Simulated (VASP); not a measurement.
Input:

```yaml
crystal:
  lattice:
    - [0.00000, 3.02437, 3.02437]
    - [3.02437, 0.00000, 3.02437]
    - [3.02437, 3.02437, 0.00000]
  atoms:
    - { symbol: Sn, position: [0.50000, 0.50000, 0.50000] }
    - { symbol: Sb, position: [0.00000, 0.00000, 0.00000] }
```

Calculation: LDA (Ceperley-Alder, Perdew-Zunger), VASP's LDA PAW potentials (set 64) (plane waves; VASP). Run with 400 eV cut-off, Gaussian smearing of 0.050 eV, potentials Sn_d Sb.

Unless said otherwise, spin-orbit coupling is left out, though it shifts the bands of the heavy elements here.

### Question
Predict the band gap (along the path) with the smallest direct gap where there is one.

### Answer

The band gap (along the path) is none (metal, semimetal or under 0.01 eV).

The structure comes from a computed database's SnSb entry (Fm-3m); how it stands against other phases isn't given here. It was relaxed first. The electron count is odd and the run is not spin-polarised, which forces a metal.
